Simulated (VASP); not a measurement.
Here is the system:

```
ZrB2
1.0
    1.54334    -2.67315     0.00000
    1.54334     2.67315     0.00000
    0.00000     0.00000     3.42052
Zr B
1 2
Direct
  0.00000   0.00000   0.00000
  0.33333   0.66667   0.50000
  0.66667   0.33333   0.50000
```

Level of theory: PBEsol GGA, VASP's PBE PAW potentials (set 64) (plane waves; VASP). Run with 620 eV cut-off, 11×11×9 Γ-centred mesh, first-order Methfessel-Paxton smearing of 0.10 eV, potentials Zr_sv B.

Energy and stress use the plane-wave basis of the starting cell.

**Question.** The ions, cell shape and volume at an external pressure of 30.0 GPa are relaxed. What does this cell relax into?

**Answer.** 
```
ZrB2
1.0
    1.52848    -2.64740     0.00000
    1.52848     2.64740     0.00000
    0.00000     0.00000     3.38758
Zr B
1 2
Direct
  0.00000   0.00000   0.00000
  0.33333   0.66667   0.50000
  0.66667   0.33333   0.50000
```
Space group P6/mmm (191), at a tolerance of 0.03 Å.

**Question.** How do energy and volume change from the first to the last step?

**Answer.** The energy (σ→0) changes by +41.9 meV/atom and the volume by -2.9 %, in 4 ionic steps.

The compound is ZrB2 in the AlB2 type structure. This run relaxes it under an external pressure of 30 GPa. Symmetry was kept, so distortions that lower it aren't found.
